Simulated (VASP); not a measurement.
```yaml
crystal:
  lattice:
    - [8.75833, 0.00000, 0.00000]
    - [0.00000, 8.75833, 0.00000]
    - [0.00000, 0.00000, 8.75833]
  atoms:
    - { symbol: Si, position: [0.50027, 0.00007, 0.00051] }
    - { symbol: Si, position: [0.75025, 0.24971, 0.00029] }
    - { symbol: Si, position: [0.75018, 0.99981, 0.25038] }
    - { symbol: Si, position: [0.00013, 0.99992, 0.00032] }
    - { symbol: Si, position: [0.25016, 0.24985, 0.00091] }
    - { symbol: Si, position: [0.50020, 0.49970, 0.00073] }
    - { symbol: Si, position: [0.75030, 0.74986, 0.00077] }
    - { symbol: Si, position: [0.25011, 0.00018, 0.25050] }
    - { symbol: Si, position: [0.50101, 0.24885, 0.24994] }
    - { symbol: Si, position: [0.75112, 0.49874, 0.24973] }
    - { symbol: Si, position: [0.50028, 0.99978, 0.50048] }
    - { symbol: Si, position: [0.75116, 0.24904, 0.49991] }
    - { symbol: Si, position: [0.75034, 0.99987, 0.75042] }
    - { symbol: Si, position: [0.99996, 0.49966, 0.00046] }
    - { symbol: Si, position: [0.24984, 0.74997, 0.00017] }
    - { symbol: Si, position: [0.00046, 0.24996, 0.25044] }
    - { symbol: Si, position: [0.24919, 0.50039, 0.24961] }
    - { symbol: Si, position: [0.49961, 0.75082, 0.24914] }
    - { symbol: Si, position: [0.00003, 0.99990, 0.50040] }
    - { symbol: Si, position: [0.24907, 0.24877, 0.50148] }
    - { symbol: Si, position: [0.75081, 0.75055, 0.50111] }
    - { symbol: Si, position: [0.25005, 0.99967, 0.75049] }
    - { symbol: Si, position: [0.49944, 0.24866, 0.75148] }
    - { symbol: Si, position: [0.75088, 0.50041, 0.75141] }
    - { symbol: Si, position: [0.99967, 0.74992, 0.25058] }
    - { symbol: Si, position: [0.00031, 0.49999, 0.50056] }
    - { symbol: Si, position: [0.24945, 0.75084, 0.49994] }
    - { symbol: Si, position: [0.99998, 0.24989, 0.75063] }
    - { symbol: Si, position: [0.24928, 0.49886, 0.75181] }
    - { symbol: Si, position: [0.50081, 0.75081, 0.75191] }
    - { symbol: Si, position: [0.00045, 0.74978, 0.75016] }
    - { symbol: C, position: [0.62542, 0.12398, 0.12436] }
    - { symbol: C, position: [0.87626, 0.37465, 0.12421] }
    - { symbol: C, position: [0.87621, 0.12413, 0.37489] }
    - { symbol: C, position: [0.12504, 0.12508, 0.12545] }
    - { symbol: C, position: [0.37509, 0.37487, 0.12578] }
    - { symbol: C, position: [0.62539, 0.62491, 0.12545] }
    - { symbol: C, position: [0.87510, 0.87524, 0.12540] }
    - { symbol: C, position: [0.37495, 0.12495, 0.37566] }
    - { symbol: C, position: [0.63344, 0.36665, 0.36716] }
    - { symbol: C, position: [0.87497, 0.62496, 0.37550] }
    - { symbol: C, position: [0.62534, 0.12493, 0.62551] }
    - { symbol: C, position: [0.87517, 0.37517, 0.62561] }
    - { symbol: C, position: [0.87506, 0.12502, 0.87527] }
    - { symbol: C, position: [0.12352, 0.62568, 0.12424] }
    - { symbol: C, position: [0.37442, 0.87652, 0.12393] }
    - { symbol: C, position: [0.12520, 0.37503, 0.37552] }
    - { symbol: C, position: [0.36615, 0.63426, 0.36622] }
    - { symbol: C, position: [0.62510, 0.87499, 0.37510] }
    - { symbol: C, position: [0.12365, 0.12376, 0.62584] }
    - { symbol: C, position: [0.36624, 0.36628, 0.63429] }
    - { symbol: C, position: [0.63338, 0.63394, 0.63426] }
    - { symbol: C, position: [0.87627, 0.87609, 0.62550] }
    - { symbol: C, position: [0.37450, 0.12391, 0.87665] }
    - { symbol: C, position: [0.62508, 0.37478, 0.87548] }
    - { symbol: C, position: [0.87622, 0.62562, 0.87634] }
    - { symbol: C, position: [0.12376, 0.87637, 0.37492] }
    - { symbol: C, position: [0.12551, 0.62502, 0.62554] }
    - { symbol: C, position: [0.37519, 0.87506, 0.62571] }
    - { symbol: C, position: [0.12386, 0.37471, 0.87694] }
    - { symbol: C, position: [0.37496, 0.62502, 0.87584] }
    - { symbol: C, position: [0.62563, 0.87642, 0.87690] }
    - { symbol: C, position: [0.12487, 0.87506, 0.87518] }
    - { symbol: Ga, position: [0.49976, 0.49939, 0.50089] }
```
Cell charge +1.

Method: HSE06 screened hybrid, VASP's PBE PAW potentials (set 64) (plane waves; VASP). Numerical set-up: PREC = Normal, LREAL = Auto, ISYM = 0, NELECT = 254.0, EDIFF = 1E-5, 400 eV cut-off, 1×1×1 Γ-centred mesh, Gaussian smearing of 0.050 eV, potentials Si C Ga.

The cell is charged, with a uniform compensating background. The supercell is sampled at Γ alone, which is coarse: total energies, pressure and levels can be off, energies of defects by several tenths of an eV.

Question: Predict the energy per atom (σ→0), largest force.

Answer: 
```json
{
  "energy per atom (σ→0)": "-8.712 eV/atom",
  "largest_force": "0.807 eV/Å"
}
```

Only differences to runs with the same potentials and settings are physical.

The cell is a supercell with a defect, built from SiC (zinc blende): Ga_Si, charge +1. The cell's shape comes from a PBE relaxation. The run is not spin-polarised, so no state with unpaired spins was tried.
